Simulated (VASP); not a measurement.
Data:

```
CELL_PARAMETERS angstrom
      0.00000     2.86985     2.86985
      2.86985     0.00000     2.86985
      2.86985     2.86985     0.00000
ATOMIC_POSITIONS crystal
  Zn 0.00000 0.00000 0.00000
  Se 0.25000 0.25000 0.25000
```

Calculation: PBE GGA, VASP's PBE PAW potentials (set 64) (plane waves; VASP). Settings: 520 eV cut-off, Gaussian smearing of 0.050 eV, potentials Zn Se.

Task: Give the energies of bands 2 to 12 at the high-symmetry points, in eV from the valence-band maximum.

Result: 
```tsv
band	Γ	X	U	L	W
2	-6.42	-6.37	-6.33	-6.34	-6.30
3	-6.42	-6.19	-6.23	-6.34	-6.23
4	-6.42	-6.19	-6.15	-6.06	-6.11
5	-6.08	-6.04	-6.06	-6.06	-6.11
6	-6.08	-5.91	-5.84	-5.93	-5.81
7	0.00	-4.59	-4.54	-4.99	-4.50
8	0.00	-2.05	-2.91	-0.81	-2.61
9	0.00	-2.05	-1.68	-0.81	-2.49
10	1.14	3.07	3.61	2.48	5.38
11	5.81	3.46	5.51	6.38	5.48
12	5.81	10.47	8.93	6.38	6.88
```

The gap is direct, 1.14 eV, from the valence maximum at Γ to the conduction minimum at Γ.

Measured: gap 2.87 eV (computed value off by -1.73 eV), as given by Wei Chen et al., Physical Review Materials (2018), doi:10.1103/physrevmaterials.2.073803 [zero-point renormalisation of 0.05 eV added back (the table's ZPR column)].

The compound is ZnSe in the zinc blende structure. It was relaxed first.
